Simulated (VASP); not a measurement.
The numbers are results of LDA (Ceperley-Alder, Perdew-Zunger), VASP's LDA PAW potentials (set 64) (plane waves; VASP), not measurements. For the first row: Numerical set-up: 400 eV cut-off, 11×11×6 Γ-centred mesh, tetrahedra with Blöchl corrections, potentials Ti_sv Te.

| system | energy (eV/atom) |
|---|---|
| TiTe₂ (space group P-3m1) | -6.1147 |
| Ti (hcp) | -8.5429 |
| Te (trig) | -3.8022 |

The references are the elements' solids at the same level; no temperature or zero-point terms are added.    Spin-orbit coupling is left out, which shifts such energies by up to tenths of an eV for the heavy elements here.

Problem. What is the formation energy per atom of TiTe2?

Solution. The references average (1×(-8.5429) + 2×(-3.8022))/3 = -5.3824 eV, so the formation energy is -6.1147 − (-5.3824) = -0.732 eV/atom.
